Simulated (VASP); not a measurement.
All values below come from HSE06 screened hybrid with D3 dispersion (Becke-Johnson damping), VASP's PBE PAW potentials (set 64) (plane waves; VASP 6.6.1).

VASP input:

### INCAR
```
# general
SYSTEM    =  NaF
PREC      =  Accurate
ENCUT     =  400
LREAL     =  F
LASPH     =  T
ISYM      =  3

# electronic loop
EDIFF     =  1E-6
NELM      =  100
ALGO      =  Normal

# smearing
ISMEAR    =  0
SIGMA     =  0.01

# functional
GGA       =  PE
IVDW      =  12
LHFCALC   =  T
AEXX      =  0.25
HFSCREEN  =  0.2
PRECFOCK  =  Fast

# ions
ISIF      =  2

# output
LWAVE     =  F
LCHARG    =  F
```

POSCAR:
```
NaF
3.2327440
  0.0000000000   0.7071067180   0.7071067180
  0.7071067180   0.0000000000   0.7071067180
  0.7071067180   0.7071067180   0.0000000000
Na F
1 1
Cart
  0.0000000000   0.0000000000   0.0000000000
  0.7071067180   0.7071067180   0.7071067180
```

KPOINTS:
```
Automatic mesh
0
Gamma
7 7 7
0 0 0
```

POTCAR, in this order: Na_pv F (PBE.64 set). Program: vasp_std.

What VASP printed:

stdout:
```
 POSCAR found type information on POSCAR NaF
 POSCAR found :  2 types and       2 ions
 Reading from existing POTCAR
 Reading from existing POTCAR

 -----------------------------------------------------------------------------
|                                                                             |
|     EEEEEEE  RRRRRR   RRRRRR   OOOOOOO  RRRRRR      ###     ###     ###     |
|     E        R     R  R     R  O     O  R     R     ###     ###     ###     |
|     E        R     R  R     R  O     O  R     R     ###     ###     ###     |
|     EEEEE    RRRRRR   RRRRRR   O     O  RRRRRR       #       #       #      |
|     E        R   R    R   R    O     O  R   R                               |
|     E        R    R   R    R   O     O  R    R      ###     ###     ###     |
|     EEEEEEE  R     R  R     R  OOOOOOO  R     R     ###     ###     ###     |
|                                                                             |
|     Unsupported xc functional, please specify VDW_S6, VDW_S8, VDW_A1        |
|     and VDW_A2 in the INCAR file.                                           |
|                                                                             |
|       ---->  I REFUSE TO CONTINUE WITH THIS SICK JOB ... BYE!!! <----       |
|                                                                             |
 -----------------------------------------------------------------------------
```

VASP stops with an error: Unsupported xc functional, please specify VDW_S6, VDW_S8, VDW_A1 and VDW_A2 in the INCAR file. ----> I REFUSE TO CONTINUE WITH THIS SICK JOB ... BYE!!! <----

The structure comes from a computed database's NaF entry; how it stands against other phases isn't given here. The cell was not relaxed at this level. The run is one of a series of settings (AEXX = 0.25, GGA = PE, HFSCREEN = 0.2, ISYM = 3, IVDW = 12, LHFCALC = .TRUE., PRECFOCK = Fast, KPOINTS 7×7×7 Γ-centred mesh against the base run), some of them coarse on purpose.
